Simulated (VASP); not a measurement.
Output of a VASP run:

### OUTCAR
```
 ion  position               nearest neighbor table
   1  0.000  0.000  0.000-
  LATTYP: Found a body centered cubic cell.
 ALAT       =     6.1000000000
 Subroutine PRICEL returns:
 Original cell was already a primitive cell.
 Subroutine GETGRP returns: Found 48 space group operations
The static configuration has the point symmetry O_h .
The dynamic configuration has the point symmetry O_h .
 Subroutine INISYM returns: Found 48 space group operations
 Subroutine IBZKPT returns following result:
 Found     29 irreducible k-points:

 Following reciprocal coordinates:
            Coordinates               Weight
  0.000000  0.000000  0.000000      1.000000
  0.125000  0.000000  0.000000     12.000000
  0.250000  0.000000  0.000000     12.000000
  0.375000  0.000000  0.000000     12.000000
  0.500000  0.000000  0.000000      6.000000
  0.125000  0.125000  0.000000     24.000000
  0.250000  0.125000  0.000000     48.000000
  0.375000  0.125000  0.000000     48.000000
  0.250000  0.250000  0.000000     24.000000
  0.375000  0.250000 -0.000000     24.000000
  0.125000  0.125000  0.125000      8.000000
  0.250000  0.125000  0.125000     24.000000
  0.375000  0.125000  0.125000     12.000000
 -0.125000  0.125000  0.125000      6.000000
  0.250000  0.250000  0.125000     24.000000
 -0.250000  0.250000  0.125000     24.000000
 -0.375000  0.375000  0.125000     24.000000
 -0.250000  0.375000  0.125000     24.000000
  0.500000  0.500000  0.125000     12.000000
 -0.375000  0.500000  0.125000     48.000000
 -0.375000 -0.375000  0.125000      8.000000
  0.250000  0.250000  0.250000      2.000000
 -0.250000  0.250000  0.250000      6.000000
 -0.375000  0.375000  0.250000     24.000000
  0.500000  0.500000  0.250000     12.000000
 -0.375000  0.500000  0.250000     24.000000
 -0.375000  0.375000  0.375000      6.000000
  0.500000  0.500000  0.375000     12.000000
  0.500000  0.500000  0.500000      1.000000
   k-points           NKPTS =     29   k-points in BZ     NKDIM =     29   number of bands    NBANDS=      8
   number of dos      NEDOS =    301   number of ions     NIONS =      1
   total plane-waves  NPLWV =  64000
   dimension x,y,z NGX =    40 NGY =   40 NGZ =   40
   dimension x,y,z NGXF=    80 NGYF=   80 NGZF=   80
   ions per type =               1
   PREC   = accura    normal or accurate (medium, high low for compatibility)
   ISTART =      0    job   : 0-new  1-cont  2-samecut
   ICHARG =      2    charge: 1-file 2-atom 10-const
   ISPIN  =      1    spin polarized calculation?
   LNONCOLLINEAR =      F non collinear calculations
   LSORBIT =      F    spin-orbit coupling
   INIWAV =      1    electr: 0-lowe 1-rand  2-diag
   ENCUT  =  520.0 eV  38.22 Ry    6.18 a.u.   9.82  9.82  9.82*2*pi/ulx,y,z
   NELM   =    100;   NELMIN=  2; NELMDL= -5     # of ELM steps
   EDIFF  = 0.1E-05   stopping-criterion for ELM
   LREAL  =      F    real-space projection
   NLSPLINE    = F    spline interpolate recip. space projectors
   LMAXMIX     =    4 max onsite mixed and CHGCAR
   VOSKOWN=      0    Vosko Wilk Nusair interpolation
   EDIFFG = -.1E-01   stopping-criterion for IOM
   NSW    =     60    number of steps for IOM
   NBLOCK =      1;   KBLOCK =     60    inner block; outer block
   IBRION =      2    ionic relax: 0-MD 1-quasi-New 2-CG
   NFREE  =      1    steps in history (QN), initial steepest desc. (CG)
   ISIF   =      3    stress and relaxation
   ISYM   =      2    0-nonsym 1-usesym 2-fastsym
   TEIN   =    0.0    initial temperature
   TEBEG  =    0.0;   TEEND  =   0.0 temperature during run
   SMASS  =  -3.00    Nose mass-parameter (am)
   PSTRESS=    0.0 pullay stress
   NELECT =       9.0000    total number of electrons
   EFERMI =   0.00;   METHOD = LEGACY
   ISMEAR =     1;   SIGMA  =   0.10  broadening in eV -4-tet -1-fermi 0-gaus
   IALGO  =     38    algorithm
   LDIAG  =      T    sub-space diagonalisation (order eigenvalues)
...
```

**OSZICAR**
```
...
DAV:   1     0.206771597027E+02   -0.17300E-01   -0.42106E-01   464   0.424E+00    0.554E-01
DAV:   2     0.206903389157E+02    0.13179E-01   -0.22543E-02   464   0.967E-01    0.251E-01
DAV:   3     0.206979046253E+02    0.75657E-02   -0.12469E-02   480   0.867E-01    0.542E-02
DAV:   4     0.206936411413E+02   -0.42635E-02   -0.42867E-03   464   0.588E-01    0.412E-02
DAV:   5     0.206937450355E+02    0.10389E-03   -0.25474E-04   528   0.186E-01    0.504E-03
DAV:   6     0.206938242631E+02    0.79228E-04   -0.37333E-04   464   0.176E-01    0.319E-03
DAV:   7     0.206936892336E+02   -0.13503E-03   -0.14252E-04   472   0.112E-01    0.212E-03
DAV:   8     0.206936943451E+02    0.51115E-05   -0.11649E-05   640   0.422E-02    0.882E-04
DAV:   9     0.206936932987E+02   -0.10463E-05   -0.90977E-07   496   0.130E-02    0.563E-04
DAV:  10     0.206936925359E+02   -0.76288E-06   -0.50878E-07   512   0.103E-02
   3 F= 0.20693693E+02 E0= 0.20694657E+02  d E =-.138166E-02
       N       E                     dE             d eps       ncg     rms          rms(c)
DAV:   1     0.206291519996E+02   -0.64541E-01   -0.16404E+00   464   0.832E+00    0.109E+00
DAV:   2     0.206803970194E+02    0.51245E-01   -0.87278E-02   464   0.191E+00    0.497E-01
DAV:   3     0.210244587100E+02    0.34406E+00   -0.86318E+02   464   0.417E+04    0.165E-01
DAV:   4     0.206994599660E+02   -0.32500E+00   -0.17724E-01   928   0.780E+00    0.223E-01
DAV:   5     0.207006325733E+02    0.11726E-02   -0.59863E-03   712   0.371E+00    0.821E-02
DAV:   6     0.206938216111E+02   -0.68110E-02   -0.72282E-02   464   0.364E+00    0.169E-02
DAV:   7     0.206935682673E+02   -0.25334E-03   -0.15741E-04   648   0.141E-01    0.184E-02
DAV:   8     0.207007265888E+02    0.71583E-02   -0.23307E+01   464   0.112E+03    0.127E-02
DAV:   9     0.207006728805E+02   -0.53708E-04   -0.81179E-04   504   0.121E+01    0.798E-03
DAV:  10     0.206936099814E+02   -0.70629E-02   -0.74806E-02   464   0.363E+00    0.321E-03
DAV:  11     0.206935511324E+02   -0.58849E-04   -0.31284E-05   480   0.813E-02    0.275E-03
DAV:  12     0.206935382091E+02   -0.12923E-04   -0.16769E-06   624   0.177E-02    0.210E-03
DAV:  13     0.206935301188E+02   -0.80904E-05   -0.22416E-06   464   0.191E-02    0.221E-03
DAV:  14     0.206935323299E+02    0.22111E-05   -0.84690E-06   464   0.386E-02    0.965E-04
DAV:  15     0.206935284526E+02   -0.38772E-05   -0.78559E-07   480   0.121E-02    0.408E-04
DAV:  16     0.206935282311E+02   -0.22152E-06   -0.14192E-07   328   0.505E-03
   4 F= 0.20693528E+02 E0= 0.20694452E+02  d E =-.154597E-02
       N       E                     dE             d eps       ncg     rms          rms(c)
DAV:   1     0.206824613372E+02   -0.11067E-01   -0.27695E-01   464   0.347E+00    0.450E-01
DAV:   2     0.206912575974E+02    0.87963E-02   -0.14902E-02   472   0.783E-01    0.204E-01
DAV:   3     0.206938561774E+02    0.25986E-02   -0.72931E-03   640   0.633E-01    0.437E-02
DAV:   4     0.206936332615E+02   -0.22292E-03   -0.19425E-03   464   0.396E-01    0.331E-02
DAV:   5     0.206934472333E+02   -0.18603E-03   -0.32921E-04   464   0.217E-01    0.473E-03
DAV:   6     0.206934641041E+02    0.16871E-04   -0.28872E-04   464   0.152E-01    0.315E-03
DAV:   7     0.206933783381E+02   -0.85766E-04   -0.82544E-05   464   0.843E-02    0.211E-03
DAV:   8     0.206933816101E+02    0.32720E-05   -0.92344E-06   560   0.350E-02    0.925E-04
DAV:   9     0.206933814344E+02   -0.17572E-06   -0.77773E-07   496   0.130E-02
   5 F= 0.20693381E+02 E0= 0.20694322E+02  d E =-.169276E-02
```

File OUTCAR:
```
------------------------ aborting loop because EDIFF is reached ----------------------------------------
  FORCE on cell =-STRESS in cart. coord.  units (eV):
  Direction    XX          YY          ZZ          XY          YZ          ZX
  --------------------------------------------------------------------------------------
  Total        0.0018291      0.0018291      0.0018291      0.0000000      0.0000000     -0.0000000
  in kB        0.0245728      0.0245728      0.0245728      0.0000000      0.0000000     -0.0000000
  external PRESSURE =       0.0245728 kB  Pullay stress =       0.0000000 kB
  volume of cell :      119.26
      direct lattice vectors                 reciprocal lattice vectors
    -3.100846759  3.100846759  3.100846759     0.000000000  0.161246278  0.161246278
     3.100846759 -3.100846759  3.100846759     0.161246278  0.000000000  0.161246278
     3.100846759  3.100846759 -3.100846759     0.161246278  0.161246278  0.000000000
 POSITION                                       TOTAL-FORCE (eV/Angst)
 -----------------------------------------------------------------------------------
      0.00000      0.00000      0.00000         0.000000     -0.000000     -0.000000
 -----------------------------------------------------------------------------------
    total drift:                               -0.000000     -0.000000      0.000000
  FREE ENERGIE OF THE ION-ELECTRON SYSTEM (eV)
  ---------------------------------------------------
  free  energy   TOTEN  =        20.6933814344 eV

  energy  without entropy=       20.6962024454  energy(sigma->0) =       20.69432177

 reached required accuracy - stopping structural energy minimisation
```
(Selected blocks of OUTCAR.)

**POSCAR**
```
Cs
1
   -3.0500000000     3.0500000000     3.0500000000
    3.0500000000    -3.0500000000     3.0500000000
    3.0500000000     3.0500000000    -3.0500000000
Cs
1
Direct
  0.0000000000   0.0000000000   0.0000000000
```

### Question
Write an INCAR and KPOINTS that could have produced this output.

### Answer
This is not unique; one that fits is the input of the run itself, revTPSS meta-GGA, plane waves, VASP's PBE PAW potentials (set 64).

INCAR:
```
SYSTEM = Cs
PREC = Accurate; ENCUT = 520; LREAL = .FALSE.
LASPH = .TRUE.
EDIFF = 1E-6; NELM = 100; ALGO = Normal
LMAXMIX = 4; LMIXTAU = .TRUE.
ISMEAR = 1; SIGMA = 0.1
METAGGA = RTPSS
IBRION = 2; NSW = 60; ISIF = 3
EDIFFG = -0.01
LWAVE = .FALSE.; LCHARG = .FALSE.
```

KPOINTS:
```
Automatic mesh
0
Gamma
8 8 8
0 0 0
```

POTCAR, in this order: Cs_sv (PBE.64 set). Program: vasp_std.

Energy and stress use the plane-wave basis of the starting cell.

The compound is Cs in the bcc structure. This run relaxes it. Symmetry was kept, so distortions that lower it aren't found.
